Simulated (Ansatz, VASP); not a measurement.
# One calculation of Ca2Br3, two programs

```
Ca Br
1.0
     8.03132    0.00000    0.00000
     0.00000    8.03132    0.00000
     0.00000    0.00000    4.43309
Ca Br
4 6
Direct
  0.33685 0.83685 0.00000
  0.16315 0.33685 0.00000
  0.66315 0.16315 0.00000
  0.83685 0.66315 0.00000
  0.00000 0.00000 0.00000
  0.50000 0.50000 0.00000
  0.15039 0.65039 0.50000
  0.34961 0.15039 0.50000
  0.84961 0.34961 0.50000
  0.65039 0.84961 0.50000
```

Alike in both runs: functional PBE; k mesh 2 × 2 × 4; occupations gaussian, width 0.1 eV; no spin polarisation.

Ansatz relaxed the structure, and its values are those at the end. VASP's run is a single point on that final structure, the one shown.

|  | VASP | Ansatz |
| --- | --- | --- |
| version | VASP 6.6.1 | Ansatz 0.2.0 |
| potentials or method | VASP PAW PBE potentials, release 64 (Ca_sv, Br) | scalar-relativistic, plane waves, PAW |
| plane-wave cutoff (eV) | 520 | 420 |
| valence electrons in the cell | 82 | 82 |

```csv
,VASP,Ansatz,Ansatz less VASP
gap on the k mesh at the Fermi level (eV),none,none,-
pressure (GPa),0.1,0.0,-0.06
rms of the force components (eV/Å),0.008,0.009,+0.0004
```

A gap of «none» marks a metal or a gap that the smearing closes.

Caveats: the k mesh is coarse (spacing up to 0.39 Å⁻¹), so the values aren't converged.
